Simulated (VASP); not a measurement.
Write the native input for VASP 6.6.1 that does the following.

```
Task                   : single point
Functional             : PBEsol
Potentials or basis    : VASP PAW PBE potentials, release 64 (Ge_d, C, N)
Cutoff                 : 520 eV
k mesh                 : 9 × 9 × 9
Occupations            : gaussian, width 0.05 eV
Spin                   : no spin polarisation
Dipole correction      : no
Further INCAR settings : ALGO = Fast; EDIFF = 1e-07; NBANDS = 22
```

The structure of GeCN2 lies in POSCAR:

```
GeCN2
1.0
    1.8834798882      1.0874276204      4.6758593518
   -1.8834798882      1.0874276204      4.6758593518
    0.0000000000     -2.1748552409      4.6758593518
Ge C N
1 1 2
Direct
    0.0000000000      0.0000000000      0.0000000000
    0.5000000000      0.5000000000      0.5000000000
    0.4160956000      0.4160956000      0.4160956000
    0.5839044000      0.5839044000      0.5839044000
```

The cell comes from a database or a generator and needn't be the stable form of this composition.

The cell isn't the ideal one: strain +0.050 along x and y, -0.050 along z, atoms carried along.

The input as run:

INCAR

```
SYSTEM = GeCN2
  PREC = Accurate
  ENCUT = 520
  EDIFF = 1E-7
  ISMEAR = 0
  SIGMA = 0.05
  LREAL = .FALSE.
  LASPH = .TRUE.
  NELM = 100
  ALGO = Fast
  ISIF = 2
  LWAVE = .FALSE.
  LCHARG = .FALSE.
  GGA = PS
  NBANDS = 22
```

KPOINTS

```
Automatic mesh
0
G
  9 9 9
  0 0 0
```

Potentials or basis: VASP PAW PBE potentials, release 64 (Ge_d, C, N).

Launch:

```sh
$ cat potpaw_PBE.64/Ge_d/POTCAR potpaw_PBE.64/C/POTCAR potpaw_PBE.64/N/POTCAR > POTCAR
$ mpirun -np 1 vasp_std > vasp.out
```

It gave:

```json
{"Pressure": "8.2 GPa", "Largest force": "6.214 eV/Å", "Band gap on the k mesh": "0.61 eV, indirect (least direct gap 1.57 eV)"}
```

Caveat: the standard files for N, O and F lose accuracy on very short bonds; the PAW data sets were made with another functional, which shifts forces and pressure a little; an odd mesh through Γ misses points on the zone boundary, where band edges often lie.

It took 2.2 min on 1 thread of Intel(R) Xeon(R) 6975P-C (Granite Rapids), with other jobs on the host, peak memory 0.3 GiB.
